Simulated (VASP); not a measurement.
Data:

```
CELL_PARAMETERS angstrom
     -1.89517     1.89517     4.33188
      1.89517    -1.89517     4.33188
      1.89517     1.89517    -4.33188
ATOMIC_POSITIONS crystal
  Ta 0.00000 0.00000 0.00000
  Ga 0.50000 0.50000 0.00000
  Ga 0.75000 0.25000 0.50000
  Ga 0.25000 0.75000 0.50000
```

Method: LDA (Ceperley-Alder, Perdew-Zunger), VASP's LDA PAW potentials (set 64) (plane waves; VASP). Run with 300 eV cut-off, 9×9×9 Γ-centred mesh, Fermi-Dirac smearing of 0.10 eV, potentials Ta_pv Ga_d.

At this cut-off the stress carries a Pulay error, which pulls relaxed volumes low.

Problem. Give the stress tensor in GPa (positive for a compressed cell).

Solution. 
```
-5.34   0.00   0.00
 0.00  -5.34   0.00
 0.00   0.00  -4.65
```
The pressure is its mean diagonal, -5.11 GPa.

The structure comes from a computed database's TaGa3 entry; how it stands against other phases isn't given here. The cell was not relaxed at this level.
